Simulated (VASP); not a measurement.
Output of a VASP run:

OSZICAR:
```
       N       E                     dE             d eps       ncg     rms          rms(c)
DAV:   1     0.564263548888E+03    0.56426E+03   -0.14559E+04  2312   0.263E+03
DAV:   2     0.171960688639E+03   -0.39230E+03   -0.37337E+03  3016   0.481E+02
DAV:   3     0.501319006770E+01   -0.16695E+03   -0.16332E+03  3976   0.295E+02
DAV:   4    -0.467814093959E+02   -0.51795E+02   -0.50292E+02  4336   0.169E+02
DAV:   5    -0.516543733245E+02   -0.48730E+01   -0.48524E+01  4408   0.689E+01    0.145E+01
DAV:   6    -0.464425740500E+02    0.52118E+01   -0.42931E+01  3752   0.488E+01    0.725E+00
DAV:   7    -0.465661190883E+02   -0.12355E+00   -0.55937E+00  4536   0.271E+01    0.351E+00
DAV:   8    -0.465122058515E+02    0.53913E-01   -0.87768E-01  4336   0.111E+01    0.118E+00
DAV:   9    -0.464926837583E+02    0.19522E-01   -0.14424E-01  4544   0.380E+00    0.393E-01
DAV:  10    -0.464943368889E+02   -0.16531E-02   -0.26290E-02  4576   0.164E+00    0.222E-01
DAV:  11    -0.464946381759E+02   -0.30129E-03   -0.39594E-03  4592   0.755E-01    0.137E-01
DAV:  12    -0.464948025914E+02   -0.16442E-03   -0.14793E-03  4504   0.381E-01    0.498E-02
DAV:  13    -0.464947778092E+02    0.24782E-04   -0.67750E-04  4432   0.290E-01    0.279E-02
DAV:  14    -0.464947802533E+02   -0.24441E-05   -0.10032E-04  4048   0.117E-01    0.239E-02
DAV:  15    -0.464947726070E+02    0.76463E-05   -0.64393E-05  4352   0.735E-02    0.773E-03
DAV:  16    -0.464947727270E+02   -0.12001E-06   -0.10709E-05  4032   0.359E-02    0.290E-03
DAV:  17    -0.464947727963E+02   -0.69343E-07   -0.48219E-07  1832   0.128E-02
   1 F= -.46494773E+02 E0= -.46494773E+02  d E =-.100830E-19  mag=     0.0000     0.0000     0.0000
       N       E                     dE             ncg
       N       E                     dE             ncg
```

OUTCAR:
```
------------------------ aborting loop because EDIFF is reached ----------------------------------------
  FORCE on cell =-STRESS in cart. coord.  units (eV):
  Direction    XX          YY          ZZ          XY          YZ          ZX
  --------------------------------------------------------------------------------------
  Total       -0.0259947     -0.0259947     -0.0043967      0.0000000      0.0000000      0.0000000
  in kB       -0.5362339     -0.5362339     -0.0906985      0.0000000      0.0000000      0.0000000
  external PRESSURE =      -0.3877221 kB  Pullay stress =       0.0000000 kB
  volume of cell :       77.67
      direct lattice vectors                 reciprocal lattice vectors
     1.941597975 -3.362946253  0.000000000     0.257519840 -0.148679153  0.000000000
     1.941597975  3.362946253  0.000000000     0.257519840  0.148679153  0.000000000
     0.000000000  0.000000000  5.947455667     0.000000000  0.000000000  0.168139126
 POSITION                                       TOTAL-FORCE (eV/Angst)
 -----------------------------------------------------------------------------------
      1.94160      1.12098      1.45026         0.000000      0.000000      0.004424
      1.94160     -1.12098      4.49719        -0.000000     -0.000000     -0.004424
      0.00000      0.00000      0.00000         0.000000      0.000000      0.000000
      1.94160      1.12098      3.84474        -0.000000     -0.000000      0.011427
      1.94160     -1.12098      2.10271         0.000000     -0.000000     -0.011427
 -----------------------------------------------------------------------------------
    total drift:                               -0.000000      0.000000      0.000000
  FREE ENERGIE OF THE ION-ELECTRON SYSTEM (eV)
  ---------------------------------------------------
  free  energy   TOTEN  =       -46.4947727963 eV

  energy  without entropy=      -46.4947727963  energy(sigma->0) =      -46.49477280

 Ion:    1  E_soc:     -0.5996810

 Ion:    2  E_soc:     -0.5996810

 Ion:    3  E_soc:     -0.0005311

 Ion:    4  E_soc:     -0.0004500

 Ion:    5  E_soc:     -0.0004500
```
(Selected blocks of OUTCAR.)

**POSCAR**
```
La2O3
1
    1.9415979746    -3.3629462528     0.0000000000
    1.9415979746     3.3629462528    -0.0000000000
    0.0000000000    -0.0000000000     5.9474556670
La O
2 3
Direct
  0.3333330000   0.6666670000   0.2438456004
  0.6666670000   0.3333330000   0.7561543996
  0.0000000000   0.0000000000   1.0000000000
  0.3333330000   0.6666670000   0.6464516404
  0.6666670000   0.3333330000   0.3535483596
```

Task: Write an INCAR and KPOINTS that could have produced this output.

Result: This is not unique; one that fits is the input of the run itself, LDA (Ceperley-Alder, Perdew-Zunger) with spin-orbit coupling, plane waves, VASP's LDA PAW potentials (set 64).

INCAR:
```
SYSTEM = La2O3
PREC = Accurate
ENCUT = 520
EDIFF = 1E-6
NELM = 100
ALGO = Normal
LREAL = .FALSE.
LASPH = .TRUE.
ISMEAR = 0
SIGMA = 0.05
LMAXMIX = 6
LWAVE = .FALSE.
LCHARG = .FALSE.
LSORBIT = .TRUE.
MAGMOM = 0 0 0 0 0 0 0 0 0 0 0 0 0 0 0
GGA_COMPAT = .FALSE.
```

File KPOINTS:
```
Automatic mesh
0
Gamma
6 6 4
0 0 0
```

**KPOINTS_OPT**
```
k-points along high-symmetry lines
5
Line-mode
Reciprocal
  0.000000   0.000000   0.000000 ! GAMMA
  0.500000   0.000000   0.000000 ! M

  0.500000   0.000000   0.000000 ! M
  0.333333   0.333333   0.000000 ! K

  0.333333   0.333333   0.000000 ! K
  0.000000   0.000000   0.000000 ! GAMMA

  0.000000   0.000000   0.000000 ! GAMMA
  0.000000   0.000000   0.500000 ! A

  0.000000   0.000000   0.500000 ! A
  0.500000   0.000000   0.500000 ! L

  0.500000   0.000000   0.500000 ! L
  0.333333   0.333333   0.500000 ! H

  0.333333   0.333333   0.500000 ! H
  0.000000   0.000000   0.500000 ! A

  0.500000   0.000000   0.500000 ! L
  0.500000   0.000000   0.000000 ! M

  0.333333   0.333333   0.500000 ! H
  0.333333   0.333333   0.000000 ! K
```

POTCAR, in this order: La O (LDA.64 set). Program: vasp_ncl.

The compound is La2O3 in the a-type structure. It was relaxed first, which changed the volume by -6 %.
